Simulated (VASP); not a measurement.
A VASP calculation is set up with these files.

**INCAR**
```
SYSTEM = Ga2In2P4
PREC = Accurate
ENCUT = 400
EDIFF = 1E-6
NELM = 100
ALGO = Normal
LREAL = .FALSE.
LASPH = .TRUE.
ISMEAR = 0
SIGMA = 0.05
GGA = PE
LMAXMIX = 4
LWAVE = .FALSE.
LCHARG = .FALSE.
IBRION = 2
ISIF = 3
NSW = 60
EDIFFG = -0.02
```

File KPOINTS:
```
Automatic mesh
0
Gamma
4 4 4
0 0 0
```

File POSCAR:
```
Ga2In2P4
1
    5.7192916981     0.0000000000    -0.0000000000
    0.0000000000     5.7192916981     0.0000000000
    0.0000000000    -0.0000000000     5.7362932621
In P Ga
2 4 2
Direct
  0.0000000000   0.0000000000   0.0000000000
  0.5000000000   0.5000000000   0.0000000000
  0.2500000000   0.2500000000   0.2705699068
  0.7500000000   0.7500000000   0.2705699068
  0.7500000000   0.2500000000   0.7294300932
  0.2500000000   0.7500000000   0.7294300932
  0.5000000000   0.0000000000   0.5000000000
  0.0000000000   0.5000000000   0.5000000000
```

POTCAR, in this order: In_d P Ga_d (PBE.64 set). Program: vasp_std.

Write an equivalent input for Quantum ESPRESSO's pw.x.

One equivalent input (not run):
```
&CONTROL
  calculation = 'vc-relax'
  pseudo_dir = './pseudo'
  outdir = './out'
  tprnfor = .true.
  tstress = .true.
  nstep = 60
  forc_conv_thr = 0.00078
/
&SYSTEM
  ibrav = 0
  nat = 8
  ntyp = 3
  ecutwfc = 80
  occupations = 'smearing'
  smearing = 'gaussian'
  degauss = 0.003675
  input_dft = 'pbe'
/
&ELECTRONS
  conv_thr = 7.3e-08
  electron_maxstep = 100
/
&IONS
/
&CELL
/
ATOMIC_SPECIES
  In 114.818 In.upf
  P 30.974 P.upf
  Ga 69.723 Ga.upf
CELL_PARAMETERS angstrom
     5.7192917    0.0000000   -0.0000000
     0.0000000    5.7192917    0.0000000
     0.0000000   -0.0000000    5.7362933
ATOMIC_POSITIONS crystal
  In   0.0000000  0.0000000  0.0000000
  In   0.5000000  0.5000000  0.0000000
  P    0.2500000  0.2500000  0.2705699
  P    0.7500000  0.7500000  0.2705699
  P    0.7500000  0.2500000  0.7294301
  P    0.2500000  0.7500000  0.7294301
  Ga   0.5000000  0.0000000  0.5000000
  Ga   0.0000000  0.5000000  0.5000000
K_POINTS automatic
  4 4 4 0 0 0
```
The two are equivalent in intent, not identical: the potentials are each code's own (VASP's PAW set, PseudoDojo norm-conserving files in pw.x), so ENCUT and ecutwfc are chosen apart and not converted; conv_thr bounds pw.x's estimated SCF error, while EDIFF bounds the energy change between steps; forc_conv_thr acts on force components and is met together with etot_conv_thr.

The structure was generated: Ga2In2P4 was put into an ordered model structure (P-4m2), which need not be its known phase. This run relaxes it. Symmetry was kept, so distortions that lower it aren't found. The start is the result of an earlier pass.
